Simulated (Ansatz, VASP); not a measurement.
## SnSe2: VASP beside Ansatz

Wanted: the spread between two codes on one cell, functional and k mesh. Of the first pair: The cell is taken from a series of runs on this material, whose earlier steps may have relaxed, scaled, displaced or heated it; both programs get it as it stands.

Main program and level: Ansatz 0.2.0; plane waves, with VASP 6.6.1 beside it; relaxation of cell and atoms at PBE with D3(BJ) and single point at PBE with D3(BJ).

## (1) Set-up

The structure is trigonal, space group P-3m1 (No. 164). Conventional cell: a = 3.840 Å, b = 3.840 Å, c = 6.009 Å, α = 90.00°, β = 90.00°, γ = 120.00°. Se has 3 Sn at 2.73 Å nearest. Sn has 6 Se at 2.73 Å nearest. Farther neighbours and most contacts between anions are not listed.

Structure file:

```xyz
3
Lattice="3.8396 0.0000 0.0000 -1.9198 3.3252 0.0000 0.0000 0.0000 6.0090" Properties=species:S:1:pos:R:3 pbc="T T T"
Se    0.0000    2.2168    1.5936
Se    1.9198    1.1084    4.4154
Sn    0.0000    0.0000    0.0000
```

## (2) VASP: relaxation of cell and atoms, PBE with D3(BJ)

The relaxed volume is the usual yardstick between codes: in a stiff, nearly cubic crystal its relative difference is about their pressure difference at one cell divided by the bulk modulus.

Lines of VASP's logs that name or quote its potential files are left out, and so is its time.

INCAR reads:

```
SYSTEM = SnSe2
PREC = Accurate
ENCUT = 500
EDIFF = 1E-07
NELM = 120
ISMEAR = 0
SIGMA = 0.01
LREAL = .FALSE.
ALGO = Normal
GGA = PE
IVDW = 12
NBANDS = 19
LORBIT = 11
LWAVE = .FALSE.
LCHARG = .FALSE.
ISIF = 3
IBRION = 2
NSW = 80
EDIFFG = -0.005
LASPH = .TRUE.
GGA_COMPAT = .FALSE.
NELMIN = 4
EFERMI = MIDGAP
KPAR = 2
```

POSCAR reads:

```
SnSe2
1.0
    3.8396300000      0.0000000000      0.0000000000
   -1.9198150000      3.3252180000      0.0000000000
    0.0000000000      0.0000000000      6.0089600000
Se Sn
2 1
Direct
    0.3333333333      0.6666666667      0.2652052934
    0.6666666667      0.3333333333      0.7347947066
    0.0000000000      0.0000000000      0.0000000000
```

KPOINTS reads:

```
Automatic mesh
0
Gamma
21 21 10
0 0 0
```

The projector-augmented-wave data sets are Se and Sn_d (PBE family, release 64).

Started as:

```console
$ mpirun -np 2 vasp_std
```

Numbers of over 12 decimals in the logs are rounded to 6 here.

Log:

```text
[banner, memory and clock lines left out]
running    2 mpi-ranks, on    1 nodes
 distrk:  each k-point on    1 cores,    2 groups
 distr:  one band on    1 cores,    1 groups

 POSCAR found type information on POSCAR SeSn
 POSCAR found :  2 types and       3 ions
 LDA part: xc-table for (Slater+PW92), standard interpolation
 POSCAR, INCAR and KPOINTS ok, starting setup
 FFT: planning ... GRIDC
 FFT: planning ... GRID_SOFT
 FFT: planning ... GRID
 WAVECAR not read
 entering main loop
       N       E                     dE             d eps       ncg     rms          rms(c)
DAV:   1     0.199157459825E+03    0.19916E+03   -0.12031E+04 16890   0.152E+03
DAV:   2     0.103752246296E+02   -0.18878E+03   -0.18272E+03 17785   0.381E+02
DAV:   3    -0.112860877003E+02   -0.21661E+02   -0.21084E+02 20439   0.115E+02
DAV:   4    -0.120380822073E+02   -0.75199E+00   -0.75031E+00 19662   0.221E+01
DAV:   5    -0.120558338282E+02   -0.17752E-01   -0.17750E-01 22479   0.358E+00    0.490E+00
DAV:   6    -0.118202347275E+02    0.23560E+00   -0.53090E-01 24516   0.759E+00    0.316E+00
DAV:   7    -0.118060421811E+02    0.14193E-01   -0.14556E-01 18536   0.241E+00    0.104E+00
DAV:   8    -0.118062896556E+02   -0.24747E-03   -0.11103E-02 19684   0.988E-01    0.274E-01
DAV:   9    -0.118067788491E+02   -0.48919E-03   -0.15167E-03 18148   0.295E-01    0.831E-02
DAV:  10    -0.118067876192E+02   -0.87701E-05   -0.12456E-04 21209   0.775E-02    0.324E-02
DAV:  11    -0.118068164533E+02   -0.28834E-04   -0.46363E-05 17255   0.392E-02    0.899E-03
DAV:  12    -0.118068163554E+02    0.97920E-07   -0.24495E-06 22307   0.118E-02    0.646E-03
DAV:  13    -0.118068167793E+02   -0.42388E-06   -0.19710E-06 17360   0.766E-03    0.254E-03
DAV:  14    -0.118068168776E+02   -0.98335E-07   -0.36372E-08 14368   0.127E-03
   1 F= -.12898754E+02 E0= -.12898754E+02  d E =-.128988E+02
 curvature:   0.00 expect dE= 0.000E+00 dE for cont linesearch  0.000E+00
 trial: gam= 0.00000 g(F)=  0.245E-04 g(S)=  0.541E-04 ort = 0.000E+00 (trialstep = 0.100E+01)
 search vector abs. value=  0.786E-04
 bond charge predicted
       N       E                     dE             d eps       ncg     rms          rms(c)
DAV:   1    -0.118090725969E+02   -0.22558E-02   -0.10905E-02 21121   0.148E+00    0.118E-01
DAV:   2    -0.118087402705E+02    0.33233E-03   -0.62339E-04 21898   0.392E-01    0.540E-02
DAV:   3    -0.118086393190E+02    0.10095E-03   -0.27246E-04 21712   0.238E-01    0.102E-02
DAV:   4    -0.118086359911E+02    0.33279E-05   -0.12078E-05 17114   0.336E-02    0.601E-03
DAV:   5    -0.118086333356E+02    0.26554E-05   -0.11632E-06 22924   0.909E-03    0.156E-03
DAV:   6    -0.118086330662E+02    0.26940E-06   -0.71838E-08 10099   0.232E-03    0.644E-04
DAV:   7    -0.118086329972E+02    0.69030E-07   -0.18008E-08  8560   0.129E-03
   2 F= -.12898763E+02 E0= -.12898763E+02  d E =-.945068E-05
 trial-energy change:   -0.000009  1 .order   -0.000013   -0.000079    0.000053
 step:   0.5595(harm=  0.5979)  dis= 0.00043  next Energy=   -12.898775 (dE=-0.214E-04)
 bond charge predicted
       N       E                     dE             d eps       ncg     rms          rms(c)
DAV:   1    -0.118079329502E+02    0.70012E-03   -0.21150E-03 21097   0.650E-01    0.521E-02
DAV:   2    -0.118078671908E+02    0.65759E-04   -0.12135E-04 21931   0.173E-01    0.238E-02
DAV:   3    -0.118078490299E+02    0.18161E-04   -0.52734E-05 21685   0.105E-01    0.450E-03
DAV:   4    -0.118078494458E+02   -0.41591E-06   -0.23389E-06 17060   0.147E-02    0.266E-03
DAV:   5    -0.118078498827E+02   -0.43690E-06   -0.21083E-07 16040   0.400E-03    0.677E-04
DAV:   6    -0.118078499898E+02   -0.10709E-06   -0.25220E-08  8467   0.145E-03    0.262E-04
DAV:   7    -0.118078500102E+02   -0.20414E-07   -0.51577E-09  8350   0.632E-04
   3 F= -.12898775E+02 E0= -.12898775E+02  d E =-.217091E-04
 curvature:  -0.30 expect dE=-0.699E-06 dE for cont linesearch -0.846E-07
 trial: gam=-0.03026 g(F)=  0.206E-05 g(S)=  0.300E-06 ort = 0.474E-05 (trialstep = 0.912E+00)
 search vector abs. value=  0.214E-05
 reached required accuracy - stopping structural energy minimisation
```

OUTCAR, selected parts (step 2):

```text
ion  position               nearest neighbor table
   1  0.333  0.667  0.265-   3 2.73   3 2.73   3 2.73
   2  0.667  0.333  0.735-   3 2.73   3 2.73   3 2.73
   3  0.000  0.000  0.000-   1 2.73   2 2.73   2 2.73   1 2.73   2 2.73   1 2.73

  LATTYP: Found a hexagonal cell.
 ALAT       =     3.8396300000
 C/A-ratio  =     1.5649841261

 Subroutine GETGRP returns: Found 12 space group operations
 (whereof 12 operations were pure point group operations)

The static configuration has the point symmetry D_3d.

 Found    436 irreducible k-points:

   k-points           NKPTS =    436   k-points in BZ     NKDIM =    436   number of bands    NBANDS=     19

   dimension x,y,z NGX =    28 NGY =   28 NGZ =   48
   dimension x,y,z NGXF=    56 NGYF=   56 NGZF=   96

   ENCUT  =  500.0 eV  36.75 Ry    6.06 a.u.   7.00  7.00 10.96*2*pi/ulx,y,z

   NELECT =      26.0000    total number of electrons

 k-points in reciprocal lattice and weights: Automatic mesh
   0.00000000  0.00000000  0.00000000       0.000
   0.04761905  0.00000000  0.00000000       0.001
   0.09523810  0.00000000  0.00000000       0.001
   0.14285714  0.00000000  0.00000000       0.001
   0.19047619  0.00000000  0.00000000       0.001
   0.23809524  0.00000000  0.00000000       0.001
   0.28571429  0.00000000  0.00000000       0.001
   0.33333333  0.00000000  0.00000000       0.001
   0.38095238  0.00000000  0.00000000       0.001
[...]
0.33333333  0.28571429  0.50000000       0.003
   0.33333333  0.33333333  0.50000000       0.000

 Edisp (eV)   -1.09013

 average (electrostatic) potential at core
       1 -53.3077       2 -53.3077       3-102.5874

 E-fermi :   4.6163

 k-point     1 :       0.0000    0.0000    0.0000
  band No.  band energies     occupation
    ...
      9       3.6969      2.00000
     10       3.6969      2.00000
     11       3.8623      2.00000
     12       3.8623      2.00000
     13       4.3005      2.00000
     14       5.1119      0.00000
     15       7.3320      0.00000
     16       8.8969      0.00000
     17       8.8969      0.00000
     18      12.4904      0.00000
    ...

 k-point     2 :       0.0476    0.0000    0.0000
  band No.  band energies     occupation
    ...
      9       3.3037      2.00000
     10       3.5285      2.00000
     11       3.7498      2.00000
     12       3.9846      2.00000
     13       4.3585      2.00000
     14       5.3921      0.00000
     15       7.4737      0.00000
     16       8.7929      0.00000
     17       8.9334      0.00000
     18      12.5430      0.00000
    ...

 k-point     3 :       0.0952    0.0000    0.0000
  band No.  band energies     occupation
    ...
      9       2.6520      2.00000
     10       3.2703      2.00000
     11       3.3863      2.00000
     12       4.1104      2.00000
     13       4.3999      2.00000
     14       5.8980      0.00000
     15       7.7993      0.00000
     16       8.5930      0.00000
     17       9.0325      0.00000
     18      12.2355      0.00000
    ...

 Edisp (eV)   -1.09093

  Total       0.00012     0.00012    -0.00432    -0.00000     0.00000     0.00000
  in kB       0.00258     0.00258    -0.09012    -0.00000     0.00000     0.00000
  external pressure =       -0.03 kB  Pullay stress =        0.00 kB

  energy-cutoff  :      500.00
  volume of cell :       76.79
      direct lattice vectors                 reciprocal lattice vectors
     3.840741408  0.000000000  0.000000000     0.260366396  0.150322569 -0.000000000
    -1.920370704  3.326180509  0.000000000    -0.000000000  0.300645139 -0.000000000
     0.000000000  0.000000000  6.010902413     0.000000000  0.000000000  0.166364371

 POSITION                                       TOTAL-FORCE (eV/Angst)
 -----------------------------------------------------------------------------------
     -0.00000      2.21745      1.59455         0.000000      0.000000      0.004619
      1.92037      1.10873      4.41635        -0.000000     -0.000000     -0.004619
     -1.92037      3.32618      0.00000        -0.000000     -0.000000      0.000000
 -----------------------------------------------------------------------------------
    total drift:                               -0.000000      0.000000     -0.000000

  FREE ENERGIE OF THE ION-ELECTRON SYSTEM (eV)
  ---------------------------------------------------
  free  energy   TOTEN  =       -12.8987753929 eV

  energy  without entropy=      -12.8987753929  energy(sigma->0) =      -12.89877539

 reached required accuracy - stopping structural energy minimisation

 total charge
# of ion       s       p       d       tot
------------------------------------------
    1        1.488   2.297   0.028   3.812
    2        1.488   2.297   0.028   3.812
    3        1.067   1.003  10.090  12.160
--------------------------------------------------
tot          4.042   5.598  10.145  19.785

[... 3 further parts left out ...]
```

CONTCAR:

```
SnSe2
   1.00000000000000
     3.8407414084169558    0.0000000000000000    0.0000000000000000
    -1.9203707042084779    3.3261805086862468    0.0000000000000000
     0.0000000000000000    0.0000000000000000    6.0109024127192088
  Se              Sn
     2     1
Direct
     0.3333333332999970    0.6666666667000030    0.2652769344423080
     0.6666666667000030    0.3333333332999970    0.7347230655576921
     0.0000000000000000    1.0000000000000000    0.0000000000000000
```

## (3) Ansatz: relaxation of cell and atoms, PBE with D3(BJ)

Ansatz runs on its PAW soft_1 files.

The same cell, functional and mesh now go to Ansatz, which takes its cutoff from its data sets.

input.yaml reads:

```yaml
crystal:
  lattice:
    - [3.8396304858, 0.0, 0.0]
    - [-1.9198152429, 3.3252175419, 0.0]
    - [0.0, 0.0, 6.0089596728]
  atoms:
    - { symbol: Se, position: [0.3333333333, 0.6666666667, 0.2652052725] }
    - { symbol: Se, position: [0.6666666667, 0.3333333333, 0.7347947275] }
    - { symbol: Sn, position: [0.0, 0.0, 0.0] }
kpoints:
  mp_grid: { grid: [21, 21, 10] }
hamiltonian:
  xc: pbe
  dispersion: d3bj
  pseudopotentials: { kind: paw, azcp: { folder: soft_1 } }
scf:
  occupations: { method: fixed }
output:
  forces: true
  stress: true
  eigenvalues: true
relax:
  adjacent_minimum: "off"
  f_tol: 0.001
  max_steps: 60
  cell: { stress_tol: 0.01 }
```

Started as:

```console
$ ansatz run input.yaml --threads 4 --pin off --max-ram 10240MiB --backend cpu --events-out ev --progress --plain --runs-dir out
```

Log:

```text
Engine: ansatz 0.2.0, x86_64-unknown-linux-gnu
Pseudopotentials: kind: paw
Pseudopotential: Se, paw, valence charge 16, recommended cutoff 420 eV (normal), soft_1/Se.paw.azcp
Pseudopotential: Sn, paw, valence charge 14, recommended cutoff 420 eV (normal), soft_1/Sn.paw.azcp
Functional definition: PBE
  parameter kappa = 0.804
  parameter beta = 0.066725
  exchange = pbe_x(kappa = kappa, mu = beta*pi^2/3)
  correlation = pbe_c(beta = beta)
Crystal: 3 atoms, lattice volume = 76.720 Å³
Basis set: ecut = 420 eV, 1485 PW (Γ), exchange–correlation on 54×54×90 points (8 copies of the dense FFT grid, shifted against one another)
Bands: 28, of which v1, the nominal top of the filled ones, is band 23 counted from 1 (22 counted from 0)
Symmetry: 12 space group operations
Space group: P-3m1 (ITA 164), of the structure as read, at distance tolerance 4.2e-5 Å
k-points: 436 of 4410
Non-local potential: Se, projectors of the file, l = 0: 2, l = 1: 2, l = 2: 3, l = 3: 1
Non-local potential: Sn, projectors of the file, l = 0: 2, l = 1: 2, l = 2: 2, l = 3: 1
PAW form: soft (Blöchl's): semilocal exchange-correlation on the pseudo side does not see the compensation charge
PAW one-centre angular grid: Se, 590 points (default); XC on 64 Gauss nodes
PAW one-centre angular grid: Sn, 590 points (default); XC on 64 Gauss nodes
Initial density: superposition of atomic densities (chi_scale 0.1, normalization cell, long waves kept (reshape's long-wave potential 0.08 eV rms))
Initial wavefunctions: pseudopotential atomic-orbital guess
Functional: x = pbe(κ = 0.804, μ = 0.219515), c = pbe(β = 0.066725)
SCF iter   1: F=—  HF=-16964.903446 eV  |F-HF|=—  |Δ(HF+E_count)|=         —  Δρ=3.22e-2  dr2=1.57e0  ethr=3.10e-3  ⟨swp⟩=5.0  Hψ=44481  notcnv=0  defer=1258
preconditioner: auto → Resta (q_TF=auto, 2.505 Å⁻¹)  ε∞=4.0  [insulator: Δε(μ)=0.216 eV  Ē_g=9.760 eV  n_scr=22 (ndim 8)  ℏωp=17.0 eV  f_vac=0.023  ε∞_Penn≈4.0]
SCF iter   2: F=—  HF=-16964.568123 eV  |F-HF|=—  |Δ(HF+E_count)|=   3.35e-1  Δρ=1.62e-2  dr2=2.31e-1  ethr=3.10e-3  ⟨swp⟩=2.0  Hψ=17499  notcnv=0  defer=485
SCF iter   3: F=—  HF=-16964.519845 eV  |F-HF|=—  |Δ(HF+E_count)|=   4.83e-2  Δρ=5.21e-3  dr2=1.67e-2  ethr=5.03e-4  ⟨swp⟩=2.0  Hψ=14651  notcnv=0  defer=1241
SCF iter   4: F=—  HF=-16964.520172 eV  |F-HF|=—  |Δ(HF+E_count)|=   3.27e-4  Δρ=1.09e-3  dr2=1.37e-3  ethr=3.64e-5  ⟨swp⟩=2.0  Hψ=22665  notcnv=0  defer=1298
SCF iter   5: F=—  HF=-16964.520367 eV  |F-HF|=—  |Δ(HF+E_count)|=   1.96e-4  Δρ=5.09e-4  dr2=2.04e-4  ethr=2.97e-6  ⟨swp⟩=2.0  Hψ=22678  notcnv=0  defer=1302
SCF iter   6: F=—  HF=-16964.520661 eV  |F-HF|=—  |Δ(HF+E_count)|=   2.94e-4  Δρ=1.36e-4  dr2=1.76e-5  ethr=4.43e-7  ⟨swp⟩=3.0  Hψ=22678  notcnv=0  defer=1302
SCF iter   7: F=—  HF=-16964.520693 eV  |F-HF|=—  |Δ(HF+E_count)|=   3.24e-5  Δρ=4.12e-5  dr2=1.25e-6  ethr=3.82e-8  ⟨swp⟩=3.0  Hψ=22609  notcnv=0  defer=514
SCF iter   8: F=-16964.520697 eV  HF=-16964.520697 eV  |F-HF|=1.50e-7  |Δ(HF+E_count)|=   3.84e-6  Δρ=7.53e-6  dr2=9.36e-8  ethr=2.17e-10  ⟨swp⟩=9.9  Hψ=72605  notcnv=0
SCF 1 converged in 8 iterations: F = -16964.520697 eV  dr2 = 9.36e-8
  greatest PAW one-centre occupation: 1.000 electrons in one spin orbital (limit 2), on the Se atom at site 1 (counted from 0), in its partial waves of l = 2
relax step   1: F+E_penalty+E_count = -16964.52069739 eV  Δ(F+E_penalty+E_count) = +0.000e0 eV  max|allowed force component| = 1.459e-3 eV/Å  Δτ_max = 0.0000 Å  P = -0.002 GPa  Ω = 76.720 Å³  (8 SCF iters, dr2 threshold 1.00e-7 eV, accepted)
[...]
relax step   2: F+E_penalty+E_count = -16964.52069880 eV  Δ(F+E_penalty+E_count) = -1.415e-6 eV  max|allowed force component| = 4.956e-3 eV/Å  Δτ_max = 0.0014 Å  P = -0.004 GPa  Ω = 76.672 Å³  energy of the carried Pulay correction = +3.296e-6 eV  (7 SCF iters, dr2 threshold 1.33e-10 eV, rejected (line search))
[...]
relax step   3: F+E_penalty+E_count = -16964.52069989 eV  Δ(F+E_penalty+E_count) = -2.507e-6 eV  max|allowed force component| = 1.942e-5 eV/Å  Δτ_max = 0.0004 Å  P = -0.002 GPa  Ω = 76.704 Å³  energy of the carried Pulay correction = +1.115e-6 eV  (8 SCF iters, accepted)
[...]
relax step   4: F+E_penalty+E_count = -16964.52069888 eV  Δ(F+E_penalty+E_count) = +1.017e-6 eV  max|allowed force component| = 2.060e-5 eV/Å  Δτ_max = 0.0000 Å  P = -0.002 GPa  Ω = 76.704 Å³  stress off target by 8.68e-3 GPa  SCF on the basis re-selected at this cell (its energy is not comparable with the rows above)  (4 SCF iters)
basis re-selected at this cell: Δ(F+E_penalty+E_count) = +1.017e-6 eV, ΔP = +0.000 GPa vs the last step (what re-selecting the basis moved, of the pressure what is left beyond the Pulay correction that the steps carried, after the strain that the cell walked since its last selection, with what the two solves' SCF thresholds leave and, on support functions, any second-order correction that the steps lacked; it is no m [...]
SCF converged after 4 iterations
Free energy (F): -16964.520699 eV
Harris-Foulkes:  -16964.520699 eV  (|F-HF|=0.00e0)
Internal energy: -16964.520699 eV  (E = F + TS)
E sigma→0 (E₀):  -16964.520699 eV
Fermi energy:    8.173261 eV
--- Per-component energies (eV) ---
  E_band       = -862.761743
  E_kinetic    = 389.754806
  E_local      = -6472.061575  (includes V_loc(G=0)·N_el)
  E_nonlocal   = -563.555359
  E_hartree    = 3373.248118
  E_xc         = -295.521608
  E_vxc        = -260.448363  (∫ρ·V_xc dr)
  E_paw        = -8631.653271  (= ΣΔE_a)
  E_vpaw       = -702.947048  (= ΣTr[D̂ρ^β])
  E_aug_tail   = -0.000462  (compensation charges beyond the density's cutoff)
  E_ewald      = -4763.638881
  E_disp       = -1.092467  (pairwise vdW)
  E_smearing   = -0.000000  (= −TS)
  E_closure    = 0.000000  (closes the sum)
  Σ components = -16964.520699   (vs F -16964.520699, Δ=0.00e0)
--- Forces (eV/Å), atoms counted from 1 ---
  atom   1  Se    -0.00000000    -0.00000000    -0.00002060
  atom   2  Se    -0.00000000     0.00000000     0.00002060
  atom   3  Sn     0.00000000     0.00000000     0.00000000
  max |Σ_I F_I| component: 3.47e-18 eV/Å
--- Stress (GPa, compression-positive) ---
        0.001505      -0.000000      -0.000000
       -0.000000       0.001505      -0.000000
       -0.000000      -0.000000      -0.008680
  P = ⅓ Tr σ = -0.0019 GPa (-0.019 kbar)
--- Band table (eV; the first three rows and the last of 436) ---
  k-point 0: bands = [... 19 lower, 7.4393, 7.6033, 7.6033, 8.0398, 8.8623, 11.0821, 12.6471, 12.6471, ... 1 higher]
  k-point 1: bands = [... 19 lower, 7.4069, 7.6444, 7.6444, 7.6569, 9.1920, 11.0818, 12.6077, 12.6077, ... 1 higher]
  k-point 2: bands = [... 19 lower, 7.3534, 7.3534, 7.7212, 7.7212, 9.6781, 11.0749, 12.5074, 12.5074, ... 1 higher]
  k-point 435: bands = [... 19 lower, 3.8373, 4.3050, 7.7492, 7.7492, 10.3589, 12.3440, 12.3440, 13.8256, ... 1 higher]
--- Relaxed structure (3 steps of the walk, 2 accepted, 1 SCFs on fresh bases) ---
  F+E_penalty+E_count = -16964.52069888 eV   max|allowed force component| = 2.060e-5 eV/Å   (the final SCF, on the basis selected at the relaxed cell)
  cell:  # Å, volume = 76.7037 Å³
    - [3.839596, 0.0, -1.0016807790912102e-19]
    - [-1.919798, 3.325188, 0]
    - [-1.567614234961161e-19, 0, 6.007790]
  atoms:
    - { symbol: Se, position: [0.333333, 0.666667, 0.265278] }
    - { symbol: Se, position: [0.666667, 0.333333, 0.734722] }
    - { symbol: Sn, position: [0, 0, 0] }
```

## (4) Comparison

Known differences besides the potentials themselves: fixed occupations in Ansatz, narrow Gaussian smearing in VASP; the data sets hold 46 valence electrons in Ansatz (on its PAW soft_1 files) and 26 in VASP; the cutoff is 420 eV in Ansatz and 500 eV in VASP; Ansatz adds a Pulay correction to the stress that steers its cell, VASP none. Total energies have different zeros and are not compared.

Compared:

| quantity | Ansatz | VASP | difference |
| --- | --- | --- | --- |
| volume (Å³) | 76.70 | 76.79 | -0.11 % |
| edge a after relaxation, in the typed setting (Å) | 3.840 | 3.841 | -0.03 % |
| edge c after relaxation, in the typed setting (Å) | 6.008 | 6.011 | -0.05 % |

(Part 1 of 2 ends here.)

[Lines on the potential files, build, host, timing and source positions are cut from VASP's logs without a mark.]

[Logs are printed without paths, hosts, clocks, repeated set-up lines and the standing remarks that a program may print on its own settings, such as how far it seeks lower states.]

[Hosts, paths, dates, database ids (printed as entryN), source tags and the programs' standing remarks are cut or masked in the printed files.]
